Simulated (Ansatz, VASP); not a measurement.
# Co: VASP beside Ansatz, part 2 of 2

Wanted: the spread between two codes on one cell, functional and k mesh.  Valence electrons are named where the data sets of a main pair hold unlike numbers.

VASP 6.6.1 and Ansatz 0.2.0.

So far. Step 2 (Ansatz: single point, PBEsol): The run ends at a pressure of -13.13 GPa.

## Step 6: VASP: relaxation, LDA

Level of this step: LDA, spin-polarised from a ferromagnetic start; plane waves and PAW (Co) (VASP).

This run makes the geometry at which the two programs are then compared. The cell compared in this pair holds 19.16 Å³, against 22.15 Å³ for the pair before.

The input, INCAR:

```
SYSTEM = Co
PREC = Accurate
ENCUT = 500
EDIFF = 1E-07
NELM = 100
ISMEAR = 0
SIGMA = 0.05
LREAL = .FALSE.
ALGO = Normal
GGA = CA
NBANDS = 19
ISPIN = 2
MAGMOM = 2 2
LASPH = .TRUE.
LMAXMIX = 4
LORBIT = 11
LWAVE = .FALSE.
LCHARG = .FALSE.
KPAR = 4
IBRION = 2
NSW = 50
ISIF = 4
EDIFFG = -0.003
```

The input, POSCAR:

```
Co
1.0
    2.3953327027      0.0000000000      0.0000000000
   -1.1976663513      2.0744189713      0.0000000000
    0.0000000000      0.0000000000      3.8555794445
Co
2
Direct
    0.3333333300      0.6666666700      0.2500000000
    0.6666666700      0.3333333300      0.7500000000
```

The input, KPOINTS:

```
Automatic mesh
0
Gamma
16 16 8
0 0 0
```

The projector-augmented-wave data sets are Co (LDA family, release 64).

Command:

```
$ mpirun -np 4 vasp_std
```

Numbers of over 12 decimals in the logs are rounded to 6 here.

What it wrote:

```text
[banner, memory and clock lines left out]
running    4 mpi-ranks, on    1 nodes
[...]
LDA part: xc-table for (Slater(with rela. corr.)+CA(PZ))
 , standard interpolation
 POSCAR, INCAR and KPOINTS ok, starting setup
[...]
entering main loop
       N       E                     dE             d eps       ncg     rms          rms(c)
DAV:   1     0.792893334517E+02    0.79289E+02   -0.78925E+03 12184   0.128E+03
DAV:   2    -0.143959865411E+02   -0.93685E+02   -0.84522E+02 11487   0.222E+02
DAV:   3    -0.183837629865E+02   -0.39878E+01   -0.38363E+01 12570   0.567E+01
DAV:   4    -0.184461378587E+02   -0.62375E-01   -0.62327E-01 14097   0.615E+00
[...]
DAV:  13    -0.162232113912E+02    0.63987E-06   -0.71074E-07 16627   0.936E-03    0.529E-03
DAV:  14    -0.162232114969E+02   -0.10572E-06   -0.10337E-07  8165   0.463E-03    0.188E-03
DAV:  15    -0.162232114759E+02    0.20993E-07   -0.17270E-08  6264   0.176E-03
   1 F= -.16223211E+02 E0= -.16222143E+02  d E =-.162232E+02  mag=     2.9750
[...]
N       E                     dE             d eps       ncg     rms          rms(c)
DAV:   1    -0.162232280982E+02   -0.16601E-04   -0.46761E-04 12615   0.154E-01    0.240E-02
DAV:   2    -0.162232173914E+02    0.10707E-04   -0.71358E-06 14605   0.378E-02    0.123E-02
DAV:   3    -0.162232134671E+02    0.39243E-05   -0.40723E-06 14860   0.212E-02    0.332E-03
DAV:   4    -0.162232136514E+02   -0.18432E-06   -0.31611E-07 12132   0.678E-03    0.841E-04
DAV:   5    -0.162232136171E+02    0.34338E-07   -0.14011E-08  6153   0.216E-03
   2 F= -.16223214E+02 E0= -.16222143E+02  d E =-.214115E-05  mag=     2.9752
 trial-energy change:   -0.000002  1 .order   -0.000002   -0.000005    0.000001
 step:   0.8901(harm=  0.8901)  dis= 0.00000  next Energy=   -16.223214 (dE=-0.242E-05)
 reached required accuracy - stopping structural energy minimisation
```

From OUTCAR (step 6):

```text
  Total        1.4990833      1.4990833      1.4968139      0.0000000      0.0000000      0.0000000
  in kB      125.3673296    125.3673296    125.1775407      0.0000000      0.0000000      0.0000000
  external PRESSURE =     125.3040666 kB  Pullay stress =       0.0000000 kB

 POSITION                                       TOTAL-FORCE (eV/Angst)
 -----------------------------------------------------------------------------------
     -0.00000      1.38274      0.96418        -0.000000      0.000000      0.000000
      1.19749      0.69137      2.89254         0.000000     -0.000000      0.000000
 -----------------------------------------------------------------------------------
    total drift:                                0.000000     -0.000000     -0.000000

  FREE ENERGIE OF THE ION-ELECTRON SYSTEM (eV)
  ---------------------------------------------------
  free  energy   TOTEN  =       -16.2232136171 eV

  energy  without entropy=      -16.2210715991  energy(sigma->0) =      -16.22214261

 reached required accuracy - stopping structural energy minimisation

 magnetization (x)
# of ion       s       p       d       tot
------------------------------------------
    1       -0.013  -0.039   1.526   1.474
    2       -0.013  -0.039   1.526   1.474
--------------------------------------------------
tot         -0.026  -0.077   3.053   2.949

[... 3 further parts left out ...]
[key lines of the parts left out:]
E-fermi :  11.7911
```

The run keeps the 24 symmetry operations of its start, so it cannot find a distortion of lower symmetry.

## Step 7: Ansatz: single point, LDA, volume scaled by 0.96

The same cell, functional (in two slightly different forms), mesh and smearing now go to Ansatz, which takes its cutoff from its data sets.

The structure compared here is the end of the VASP relaxation.

The input, input.yaml:

```yaml
crystal:
  lattice:
    - [2.39497886, 0.0, 0.0]
    - [-1.19748943, 2.07411253, 0.0]
    - [0.0, 0.0, 3.85671881]
  atoms:
    - { symbol: Co, position: [0.33333333, 0.66666667, 0.25], spin: 2.0 }
    - { symbol: Co, position: [0.66666667, 0.33333333, 0.75], spin: 2.0 }
hamiltonian:
  xc: lda
  pseudopotentials: { kind: paw }
magnetization:
  spin_polarized: true
kpoints:
  mp_grid: { grid: [16, 16, 8] }
scf:
  occupations: { method: gaussian, width: 0.05 }
  n_extra_bands: 8
output:
  forces: true
  stress: true
  eigenvalues: true
```

Command:

```
$ ansatz run input.yaml --threads 2 --pin off --max-ram 4608MiB --backend cpu --events-out ev --progress --plain --runs-dir out
```

What it wrote:

```text
[...]
Crystal: 2 atoms, lattice volume = 19.158 Å³
Basis set: ecut = 420 eV, 379 PW (Γ)
Bands: 25, of which v1, the nominal top of the filled ones, is band 17 counted from 1 (16 counted from 0)
Symmetry: 24 space group operations
[...]
k-points: 150 of 2048
[...]
Starting moments: Σ|m| = 4 μB on 2 of 2 sites
[...]
k-point 1 ↑: bands = [... 13 lower, 18.8324, 18.8324, 19.4283, 19.4283, 20.4087, 20.6826, 20.6826, 29.7110, ... 4 higher]
  k-point 2 ↑: bands = [... 13 lower, 18.6940, 18.6940, 19.2384, 19.7081, 19.7081, 20.6374, 20.6374, 31.8934, ... 4 higher]
  k-point 149 ↓: bands = [... 13 lower, 19.1316, 20.8634, 20.8634, 22.4028, 22.4028, 27.9134, 27.9134, 30.5958, ... 4 higher]
[key lines of the parts left out:]
SCF converged after 11 iterations
Magnetization: 3.0012 μB (18.5006 up, 15.4994 down)
Free energy (F): -10125.502149 eV
Fermi energy:    21.193911 eV
P = ⅓ Tr σ = 13.7437 GPa (137.437 kbar)
```

Run time: 11 s. Hardware: 2 threads of Arm Neoverse N1, shared host; peak memory 0.39 GiB.

The run ends at a pressure of 13.74 GPa.

## Step 8: Differences

What differs besides the data sets and the points named for the pairs above, as far as they apply: the two LDA forms differ slightly; the data sets hold 34 valence electrons in Ansatz (on its default PAW (the set named soft_2) files) and 18 in VASP; the cutoff is 420 eV in Ansatz and 500 eV in VASP; VASP's log shows a relativistic correction to its local exchange, Ansatz's none. Total energies have different zeros and are not compared.

Compared:

```csv
quantity,Ansatz,VASP,difference
pressure (GPa),13.74,12.53,+1.21
pressure without Ansatz's Pulay correction (GPa),13.42,12.53,+0.89
total moment (μB),3.00,2.98,+0.03
moment on Co1 (μB),1.54,1.47,+0.07
moment on Co2 (μB),1.54,1.47,+0.07
```

Ansatz's pressure holds a Pulay correction of 0.32 GPa; VASP's holds none.

## Step 9: Further runs

Further runs change the set-up of one program: Ansatz's method, potentials or start, or VASP's data sets, cutoff or form of LDA. The table gives Ansatz less VASP for each quantity, since a change that brings one quantity closer may part another.

```csv
run,pressure (GPa),total moment (μB),pressure without Ansatz's Pulay correction (GPa)
as above,1.2,0.026,0.89
cores kept as stored,1.2,0.026,0.88
Ansatz's larger PAW set (cutoff 1000 eV),0.95,0.026,0.84
norm-conserving potentials (cutoff 1306 eV),0.77,0.014,0.67
```

## Step 10: VASP: relaxation, LDA

This run makes the geometry at which the two programs are then compared. The cell compared in this pair holds 21.15 Å³, against 19.16 Å³ for the pair before.

INCAR is that of step 6.

The input, POSCAR:

```
Co
1.0
    2.4757724235      0.0000000000      0.0000000000
   -1.2378862117      2.1440818129      0.0000000000
    0.0000000000      0.0000000000      3.9850569628
Co
2
Direct
    0.3333333300      0.6666666700      0.2500000000
    0.6666666700      0.3333333300      0.7500000000
```

KPOINTS is that of step 6.

Command:

```
$ mpirun -np 4 vasp_std
```

What it wrote:

```text
[... set-up lines as in an earlier step ...]
 entering main loop
       N       E                     dE             d eps       ncg     rms          rms(c)
DAV:   1     0.807952009760E+02    0.80795E+02   -0.78968E+03 12040   0.124E+03
DAV:   2    -0.144460446618E+02   -0.95241E+02   -0.85911E+02 11514   0.220E+02
DAV:   3    -0.184782512507E+02   -0.40322E+01   -0.38841E+01 12715   0.567E+01
DAV:   4    -0.185398042419E+02   -0.61553E-01   -0.61512E-01 14158   0.605E+00
[...]
DAV:  13    -0.161986176436E+02    0.23268E-05   -0.17363E-06 17730   0.156E-02    0.584E-03
DAV:  14    -0.161986175237E+02    0.11993E-06   -0.13833E-07  9854   0.453E-03    0.969E-04
DAV:  15    -0.161986175232E+02    0.50659E-09   -0.20475E-08  6252   0.138E-03
   1 F= -.16198618E+02 E0= -.16197626E+02  d E =-.161986E+02  mag=     3.0875
[...]
N       E                     dE             d eps       ncg     rms          rms(c)
DAV:   1    -0.161987671449E+02   -0.14962E-03   -0.39873E-03 12608   0.444E-01    0.711E-02
DAV:   2    -0.161986724215E+02    0.94723E-04   -0.60763E-05 14638   0.115E-01    0.360E-02
DAV:   3    -0.161986418673E+02    0.30554E-04   -0.34500E-05 14582   0.587E-02    0.115E-02
DAV:   4    -0.161986428897E+02   -0.10224E-05   -0.28511E-06 13250   0.209E-02    0.291E-03
DAV:   5    -0.161986426029E+02    0.28677E-06   -0.14382E-07  8798   0.644E-03    0.177E-03
DAV:   6    -0.161986425027E+02    0.10022E-06   -0.58859E-08  6193   0.346E-03    0.863E-04
DAV:   7    -0.161986425039E+02   -0.11928E-08   -0.30388E-08  5942   0.145E-03
   2 F= -.16198643E+02 E0= -.16197658E+02  d E =-.249807E-04  mag=     3.0896
 trial-energy change:   -0.000025  1 .order   -0.000025   -0.000046   -0.000004
 step:   1.0872(harm=  1.0872)  dis= 0.00000  next Energy=   -16.198642 (dE=-0.249E-04)
 reached required accuracy - stopping structural energy minimisation
```

OUTCAR, selected parts (step 10):

```text
  Total       -1.8253784     -1.8253784     -1.8211008     -0.0000000     -0.0000000     -0.0000000
  in kB     -138.2537371   -138.2537372   -137.9297497     -0.0000000     -0.0000000     -0.0000000
  external PRESSURE =    -138.1457413 kB  Pullay stress =       0.0000000 kB

 POSITION                                       TOTAL-FORCE (eV/Angst)
 -----------------------------------------------------------------------------------
     -0.00000      1.42878      0.99712        -0.000000      0.000000      0.000000
      1.23736      0.71439      2.99136         0.000000     -0.000000      0.000000
 -----------------------------------------------------------------------------------
    total drift:                               -0.000000      0.000000     -0.000000

  FREE ENERGIE OF THE ION-ELECTRON SYSTEM (eV)
  ---------------------------------------------------
  free  energy   TOTEN  =       -16.1986425039 eV

  energy  without entropy=      -16.1966726765  energy(sigma->0) =      -16.19765759

 magnetization (x)
# of ion       s       p       d       tot
------------------------------------------
    1       -0.013  -0.040   1.598   1.545
    2       -0.013  -0.040   1.598   1.545
--------------------------------------------------
tot         -0.026  -0.079   3.196   3.091

[... 2 parts as in an earlier step ...]

[... 2 further parts left out ...]
[key lines of the parts left out:]
E-fermi :  10.2684
```

## Step 11: Ansatz: single point, LDA, volume scaled by 1.06

The same cell, functional (in two slightly different forms), mesh and smearing now go to Ansatz, which takes its cutoff from its data sets.

The structure compared here is the end of the VASP relaxation.

input.yaml, the sections that differ from step 7:

```yaml
crystal:
  lattice:
    - [2.47471131, 0.0, 0.0]
    - [-1.23735565, 2.14316286, 0.0]
    - [0.0, 0.0, 3.98847514]
  atoms:
    - { symbol: Co, position: [0.33333333, 0.66666667, 0.25], spin: 2.0 }
    - { symbol: Co, position: [0.66666667, 0.33333333, 0.75], spin: 2.0 }
output:
  forces: true
  stress: true
  eigenvalues: true
  write_density: true
  write_potential: true
  elf: true
  volumetric_format: npy
# hamiltonian, magnetization, kpoints, scf: as in step 7
```

Command:

```
$ ansatz run input.yaml --threads 2 --pin off --max-ram 4608MiB --backend cpu --events-out ev --progress --plain --runs-dir out
```

What it wrote:

```text
[...]
Crystal: 2 atoms, lattice volume = 21.154 Å³
Basis set: ecut = 420 eV, 391 PW (Γ)
Bands: 25, of which v1, the nominal top of the filled ones, is band 17 counted from 1 (16 counted from 0)
Symmetry: 24 space group operations
[...]
k-points: 150 of 2048
[...]
Starting moments: Σ|m| = 4 μB on 2 of 2 sites
[...]
k-point 1 ↑: bands = [... 13 lower, 16.5617, 16.5617, 17.0736, 17.0736, 18.0523, 18.1487, 18.1487, 26.3419, ... 4 higher]
  k-point 2 ↑: bands = [... 13 lower, 16.4442, 16.4442, 16.9418, 17.3124, 17.3124, 18.1077, 18.1077, 28.4685, ... 4 higher]
  k-point 149 ↓: bands = [... 13 lower, 17.0126, 18.5783, 18.5783, 19.9102, 19.9102, 24.9113, 24.9113, 27.4364, ... 4 higher]
[key lines of the parts left out:]
SCF converged after 11 iterations
Magnetization: 3.1121 μB (18.5560 up, 15.4440 down)
Free energy (F): -10125.490007 eV
Fermi energy:    18.812739 eV
P = ⅓ Tr σ = -13.1925 GPa (-131.925 kbar)
```

Wall time 14 s (2 threads); peak memory 0.41 GiB.

The run ends at a pressure of -13.19 GPa.

## Step 12: Comparison

What differs besides the data sets and the points named for the pairs above, as far as they apply: the data sets hold 34 valence electrons in Ansatz (on its default PAW (the set named soft_2) files) and 18 in VASP. Total energies have different zeros and are not compared.

Compared:

```csv
quantity,Ansatz,VASP,difference
pressure (GPa),-13.19,-13.81,+0.62
pressure without Ansatz's Pulay correction (GPa),-13.50,-13.81,+0.32
total moment (μB),3.11,3.09,+0.02
moment on Co1 (μB),1.61,1.54,+0.06
moment on Co2 (μB),1.61,1.54,+0.06
```

Ansatz's pressure holds a Pulay correction of 0.31 GPa; VASP's holds none.

## Step 13: What the set-up changes

Further runs change the set-up of one program: Ansatz's method, potentials or start, or VASP's data sets, cutoff or form of LDA. The table gives Ansatz less VASP for each quantity, since a change that brings one quantity closer may part another.

```csv
run,pressure (GPa),total moment (μB)
as above,0.62,0.022
Ansatz's all-electron LAPW method,0.47,0.022
```

## Step 14: Summary of results

```
difference in pressure (single point, PBEsol)                         : 1.0 GPa
difference in pressure (single point, LDA, volume scaled by 0.96)     : 1.2 GPa
difference in total moment (single point, LDA, volume scaled by 1.06) : 0.022 μB
difference in pressure (single point, LDA, volume scaled by 1.06)     : 0.62 GPa
```

What this shows: The difference in pressure is 1.2 GPa (single point, LDA, volume scaled by 0.96), beyond the 1 GPa picked in this series as the mark of a large difference. The data sets hold unlike numbers of valence electrons (34 in Ansatz and 18 in VASP), so part of the differences comes from the potentials. Single point, PBEsol, norm-conserving potentials (cutoff 1306 eV): the difference in total moment goes from 0.0055 to 0.0093 μB. Single point, LDA, volume scaled by 0.96, norm-conserving potentials (cutoff 1306 eV): the difference in pressure goes from 1.2 to 0.77 GPa; the difference in total moment goes from 0.026 to 0.014 μB. For single point, LDA, volume scaled by 1.06, no further run moves any of the tabulated differences by more than a quarter of its size. 2 further runs of this series are not shown here. How closely two codes agree says nothing of how well the functional describes the real material.

[Lines on the potential files, build, host, timing and source positions are cut from VASP's logs without a mark.]

[Logs are printed without paths, hosts, clocks, repeated set-up lines and the standing remarks that a program may print on its own settings, such as how far it seeks lower states.]

[Hosts, paths, dates, database ids (printed as entryN), source tags and the programs' standing remarks are cut or masked in the printed files.]
